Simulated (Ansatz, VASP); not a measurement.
**One calculation of LuHfF, two programs**

```xyz
3
Lattice="3.9314 0.0000 0.0000 -1.9657 3.4047 0.0000 0.0000 0.0000 4.2524" Properties=species:S:1:pos:R:3 pbc="T T T"
Lu    0.0000    0.0000    0.0000
Hf    0.0000    2.2698    2.1262
F     1.9657    1.1349    2.1262
```

Change from the starting cell: species swapped into the EuGaSi type (P-6m2, No. 187).

Alike in both runs: task relaxation of cell and atoms; functional PBE; k mesh 6 × 6 × 4; occupations gaussian, width 0.1 eV; no spin polarisation.

|  | VASP | Ansatz |
| --- | --- | --- |
| version | VASP 6.6.1 | Ansatz 0.2.0 |
| potentials or method | VASP PAW PBE potentials, release 64 (Lu, Hf_pv, F) | scalar-relativistic, plane waves, PAW |
| plane-wave cutoff (eV) | 600 | 420 |
| valence electrons in the cell | 42 | 58 |

VASP gave:

| Property | Result |
| --- | --- |
| gap on the k mesh at the Fermi level, each at its own relaxed structure (eV) | none |
| relaxed volume (Å³/atom) | 21.83 |
| relaxed cell length with the largest relative difference (Å) | 5.604 |
| energy change over the relaxation (meV/atom) | -346 |

**Question.** Which values does Ansatz return?

**Answer.** gap on the k mesh at the Fermi level, each at its own relaxed structure (eV): none; relaxed volume (Å³/atom): 22.59; relaxed cell length with the largest relative difference (Å): 5.798; energy change over the relaxation (meV/atom): -366.

A gap of «none» marks a metal or a gap that the smearing closes. The two sets of potentials don't hold the same shells in valence.

Caveats: the k mesh is coarse (spacing up to 0.37 Å⁻¹), so the values aren't converged; the volume moved by over 15 % at a fixed basis, so the end points are rough (VASP). Spin-orbit coupling is left out, which matters for the levels of Hf, Lu.
